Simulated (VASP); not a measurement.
Data:

```xyz
8
Lattice="-2.7513 2.7513 5.4087 2.7513 -2.7513 5.4087 2.7513 2.7513 -5.4087" Properties=species:S:1:pos:R:3 pbc="T T T"
Zn     0.0000     0.0000     0.0000
Zn     0.0000     2.7513     2.7044
Ge     0.0000     0.0000     5.4087
Ge     2.7513     0.0000     2.7044
P      1.3525     1.3757     6.7609
P      1.3757    -1.3525     4.0565
P      1.3988     1.3757     1.3522
P      1.3757     4.1039    -1.3522
```

Computed with PBE GGA, VASP's PBE PAW potentials (set 64) (plane waves; VASP). Run with 400 eV cut-off, Gaussian smearing of 0.050 eV, potentials Zn Ge_d P.

Give the energies of bands 29 to 42 at the high-symmetry points, in eV from the valence-band maximum.

| band | Γ | X | P | N | M | S | R |
|---|---|---|---|---|---|---|---|
| 29 | -4.14 | -3.66 | -2.83 | -4.09 | -3.47 | -3.85 | -3.60 |
| 30 | -3.84 | -3.66 | -2.83 | -3.79 | -3.47 | -3.37 | -3.60 |
| 31 | -3.54 | -1.83 | -2.34 | -2.94 | -2.47 | -3.23 | -2.22 |
| 32 | -2.50 | -1.83 | -2.34 | -2.66 | -2.47 | -3.03 | -2.22 |
| 33 | -2.50 | -1.18 | -1.15 | -2.41 | -1.89 | -2.29 | -1.27 |
| 34 | -0.09 | -1.18 | -1.15 | -1.80 | -1.89 | -2.02 | -1.27 |
| 35 | -0.09 | -0.73 | -1.09 | -1.58 | -1.31 | -1.13 | -1.06 |
| 36 | 0.00 | -0.73 | -1.09 | -0.93 | -1.31 | -0.81 | -1.06 |
| 37 | 1.20 | 1.16 | 1.78 | 2.32 | 1.27 | 1.45 | 1.53 |
| 38 | 1.44 | 1.16 | 1.78 | 2.48 | 1.27 | 2.46 | 1.53 |
| 39 | 1.63 | 2.98 | 2.79 | 2.81 | 1.54 | 2.48 | 3.47 |
| 40 | 3.15 | 2.98 | 2.79 | 3.93 | 1.54 | 3.15 | 3.47 |
| 41 | 3.15 | 4.04 | 3.96 | 4.10 | 2.45 | 4.07 | 3.70 |
| 42 | 3.28 | 4.04 | 3.96 | 4.28 | 2.45 | 4.22 | 3.70 |

The gap is indirect, 1.16 eV, from the valence maximum at Γ to the conduction minimum at X.

The compound is ZnGeP2 in the chalcopyrite structure. It was relaxed first.
